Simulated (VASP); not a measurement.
Relaxed, unreconstructed slabs of HfN (rock salt). Method: PBEsol GGA, VASP's PBE PAW potentials (set 64) (plane waves; VASP 6.6.1).

Slab and bulk use different k-meshes, so the surface energy is good to a few per cent at best.

Q: Order the faces (110) [12 atoms], (100) [8 atoms] by surface energy, lowest first.

A: (100) [8 atoms] (1.79 J/m²), (110) [12 atoms] (2.98 J/m²)

Q: And what are their work functions?

A: (110) [12 atoms] 3.46 eV, (100) [8 atoms] 2.22 eV.

Runs of the series that failed, ran out of time, didn't relax or are held back are left out, and each face is given by its thickest slab.

The cell is a thin slab with vacuum, built from HfN (rock salt).
